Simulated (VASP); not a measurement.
VASP ran on this input.

**KPOINTS**
```
Automatic mesh
0
Gamma
9 9 9
0 0 0
```

**INCAR**
```
SYSTEM = As
PREC = Accurate
ENCUT = 400
EDIFF = 1E-6
NELM = 60
ALGO = Normal
LREAL = .FALSE.
LASPH = .TRUE.
ISMEAR = 1
SIGMA = 0.1
GGA = PE
LMAXMIX = 4
LWAVE = .FALSE.
LCHARG = .FALSE.
ISIF = 2
IMIX = 1
AMIX = 1.5
BMIX = 0.0001
```

POSCAR:
```
As
1
    3.6803640000    -1.8800000000     0.0000000000
    3.6803640000     1.8800000000     0.0000000000
    2.7200240000     0.0000000000     3.1114220000
As
2
Direct
  0.2270000000   0.2270000000   0.2270000000
  0.7730000000   0.7730000000   0.7730000000
```

POTCAR, in this order: As (PBE.64 set). Program: vasp_std.

What VASP printed:

**standard output**
```
...
DAV:  21    -0.709994041754E+03   -0.14264E+03   -0.63042E+03  2390   0.256E+02    0.810E+01
DAV:  22    -0.943669692946E+03   -0.23368E+03   -0.90457E+03  2378   0.329E+02    0.958E+01
DAV:  23    -0.956376322257E+03   -0.12707E+02   -0.79470E+03  2597   0.274E+02    0.104E+02
DAV:  24    -0.111319853734E+04   -0.15682E+03   -0.10295E+04  2473   0.346E+02    0.111E+02
DAV:  25    -0.104999441221E+04    0.63204E+02   -0.85026E+03  2612   0.280E+02    0.115E+02
DAV:  26    -0.117078585653E+04   -0.12079E+03   -0.10675E+04  2526   0.353E+02    0.118E+02
DAV:  27    -0.107890735341E+04    0.91879E+02   -0.86659E+03  2592   0.281E+02    0.118E+02
DAV:  28    -0.118509925537E+04   -0.10619E+03   -0.10778E+04  2530   0.354E+02    0.119E+02
DAV:  29    -0.108631161013E+04    0.98788E+02   -0.86999E+03  2636   0.281E+02    0.119E+02
DAV:  30    -0.119258106367E+04   -0.10627E+03   -0.10853E+04  2532   0.356E+02    0.120E+02
DAV:  31    -0.108810639305E+04    0.10447E+03   -0.86962E+03  2610   0.280E+02    0.119E+02
DAV:  32    -0.118991166543E+04   -0.10181E+03   -0.10808E+04  2478   0.355E+02    0.120E+02
DAV:  33    -0.108515672554E+04    0.10475E+03   -0.86560E+03  2580   0.279E+02    0.120E+02
DAV:  34    -0.118912854275E+04   -0.10397E+03   -0.10807E+04  2528   0.353E+02    0.120E+02
DAV:  35    -0.108566281048E+04    0.10347E+03   -0.86762E+03  2606   0.280E+02    0.120E+02
DAV:  36    -0.118833414440E+04   -0.10267E+03   -0.10795E+04  2537   0.353E+02    0.120E+02
DAV:  37    -0.108507850246E+04    0.10326E+03   -0.86641E+03  2625   0.280E+02    0.120E+02
DAV:  38    -0.118722396861E+04   -0.10215E+03   -0.10790E+04  2500   0.353E+02    0.121E+02
DAV:  39    -0.108328914938E+04    0.10393E+03   -0.86453E+03  2594   0.279E+02    0.121E+02
DAV:  40    -0.118672367624E+04   -0.10343E+03   -0.10777E+04  2499   0.354E+02    0.121E+02
DAV:  41    -0.108470929037E+04    0.10201E+03   -0.86672E+03  2602   0.280E+02    0.121E+02
DAV:  42    -0.118747828400E+04   -0.10277E+03   -0.10791E+04  2482   0.353E+02    0.121E+02
DAV:  43    -0.108306692234E+04    0.10441E+03   -0.86522E+03  2588   0.278E+02    0.121E+02
DAV:  44    -0.118503743556E+04   -0.10197E+03   -0.10773E+04  2497   0.352E+02    0.121E+02
DAV:  45    -0.108137077982E+04    0.10367E+03   -0.86422E+03  2602   0.279E+02    0.120E+02
DAV:  46    -0.118308628615E+04   -0.10172E+03   -0.10750E+04  2453   0.352E+02    0.120E+02
DAV:  47    -0.107852618390E+04    0.10456E+03   -0.86100E+03  2565   0.278E+02    0.120E+02
DAV:  48    -0.118019484198E+04   -0.10167E+03   -0.10724E+04  2491   0.351E+02    0.119E+02
DAV:  49    -0.107783338575E+04    0.10236E+03   -0.86166E+03  2595   0.279E+02    0.119E+02
DAV:  50    -0.117895412468E+04   -0.10112E+03   -0.10720E+04  2487   0.351E+02    0.119E+02
DAV:  51    -0.107770766370E+04    0.10125E+03   -0.86185E+03  2600   0.278E+02    0.119E+02
DAV:  52    -0.117882800077E+04   -0.10112E+03   -0.10710E+04  2475   0.350E+02    0.118E+02
DAV:  53    -0.107697415062E+04    0.10185E+03   -0.86082E+03  2558   0.278E+02    0.118E+02
DAV:  54    -0.117764078244E+04   -0.10067E+03   -0.10697E+04  2463   0.351E+02    0.118E+02
DAV:  55    -0.107480695225E+04    0.10283E+03   -0.85953E+03  2532   0.278E+02    0.117E+02
DAV:  56    -0.117461362027E+04   -0.99807E+02   -0.10659E+04  2443   0.350E+02    0.118E+02
DAV:  57    -0.107222440610E+04    0.10239E+03   -0.85641E+03  2536   0.278E+02    0.117E+02
DAV:  58    -0.117375861524E+04   -0.10153E+03   -0.10676E+04  2472   0.350E+02    0.117E+02
DAV:  59    -0.107154209884E+04    0.10222E+03   -0.85678E+03  2532   0.278E+02    0.118E+02
DAV:  60    -0.117134953521E+04   -0.99807E+02   -0.10644E+04  2447   0.349E+02

 -----------------------------------------------------------------------------
|                                                                             |
|           W    W    AA    RRRRR   N    N  II  N    N   GGGG   !!!           |
|           W    W   A  A   R    R  NN   N  II  NN   N  G    G  !!!           |
|           W    W  A    A  R    R  N N  N  II  N N  N  G       !!!           |
|           W WW W  AAAAAA  RRRRR   N  N N  II  N  N N  G  GGG   !            |
|           WW  WW  A    A  R   R   N   NN  II  N   NN  G    G                |
|           W    W  A    A  R    R  N    N  II  N    N   GGGG   !!!           |
|                                                                             |
|     The electronic self-consistency was not achieved in the given           |
|     number of steps (NELM). The forces and other quantities evaluated       |
|     might not be reliable so examine the results carefully. If you find     |
|     spurious results, we suggest increasing NELM, if you were close to      |
|     convergence or switching to a different ALGO or adjusting the           |
|     density mixing parameters otherwise.                                    |
|                                                                             |
 -----------------------------------------------------------------------------

   1 F= -.11713495E+04 E0= -.11713494E+04  d E =-.388539E-03
```

### OUTCAR
```
------------------------ aborting loop EDIFF was not reached (unconverged)  ----------------------------
  FORCE on cell =-STRESS in cart. coord.  units (eV):
  Direction    XX          YY          ZZ          XY          YZ          ZX
  --------------------------------------------------------------------------------------
  Total       32.1971193     30.5024267     30.6638691      0.0000000      0.0000000      0.5230645
  in kB     1198.0917070   1135.0302544   1141.0377116      0.0000000      0.0000000     19.4638285
  external PRESSURE =    1158.0532243 kB  Pullay stress =       0.0000000 kB
  volume of cell :       43.06
      direct lattice vectors                 reciprocal lattice vectors
     3.680364000 -1.880000000  0.000000000     0.135856127 -0.265957447 -0.118766251
     3.680364000  1.880000000  0.000000000     0.135856127  0.265957447 -0.118766251
     2.720024000  0.000000000  3.111422000     0.000000000  0.000000000  0.321396455
 POSITION                                       TOTAL-FORCE (eV/Angst)
 -----------------------------------------------------------------------------------
      2.28833      0.00000      0.70629       182.413014      0.000000     56.301739
      7.79242      0.00000      2.40513      -182.413014      0.000000    -56.301739
 -----------------------------------------------------------------------------------
    total drift:                               -0.000000     -0.000000     -0.000000
  FREE ENERGIE OF THE ION-ELECTRON SYSTEM (eV)
  ---------------------------------------------------
  free  energy   TOTEN  =     -1171.3495352082 eV

  energy  without entropy=    -1171.3491466687  energy(sigma->0) =    -1171.34940570
```
(Selected blocks of OUTCAR.)

From input and log, find the fault in this run and mend it.

The cause: simple mixing (IMIX = 1) with AMIX above 1 overshoots. Convergence was not reached. Against the sound run, the energy per atom (σ→0) decreases by 581.010 eV/atom; the pressure goes up by 112.28 GPa; the largest force increases by 190.613 eV/Å. To mend it, remove IMIX, remove AMIX, remove BMIX.

The mended run (PBE GGA, plane waves, VASP's PBE PAW potentials (set 64)) converges, and its OSZICAR ends with
```
   1 F= -.93296092E+01 E0= -.93295466E+01  d E =-.187792E-03
```

The compound is As in the a7 structure. The cell was not relaxed at this level.
